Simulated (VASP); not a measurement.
Crystal: Al.

```
CELL_PARAMETERS angstrom
0.00000 2.02481 2.02481
2.02481 0.00000 2.02481
2.02481 2.02481 0.00000
ATOMIC_POSITIONS crystal
Al 0.00000 0.00000 0.00000
```

```yaml
Program: VASP 6.6.1
Task: relaxation of cell and atoms
Functional: PBEsol
Potentials_or_basis: VASP PAW PBE potentials, release 64 (Al)
Cutoff: 600 eV
k_mesh: 16 × 16 × 16
Occupations: methfessel-paxton, width 0.1 eV
Spin: no spin polarisation
```

At the start: pressure -2.0 GPa; volume 16.60 Å³/atom.

**Question.** How do energy, volume and symmetry change on relaxing?

**Answer.** Over 3 steps the energy falls by 2.7 meV/atom and the volume is 16.19 Å³/atom (-2.5 %); space group Fm-3m (No. 225, to 0.05 Å).

The path:
```csv
step,energy change (eV),largest force (eV/Å),pressure (GPa),volume (Å³)
1,0.0000,0.0000,-2.01,16.60
2,-0.0026,0.0000,0.43,16.11
3,-0.0027,0.0000,0.00,16.19
```

Final structure:
```yaml
crystal:
  lattice:
    - [0.00000, 2.00782, 2.00782]
    - [2.00782, 0.00000, 2.00782]
    - [2.00782, 2.00782, 0.00000]
  atoms:
    - { symbol: Al, position: [0.00000, 0.00000, 0.00000] }
```

Caveat: the PAW data sets were made with another functional, which shifts forces and pressure a little.
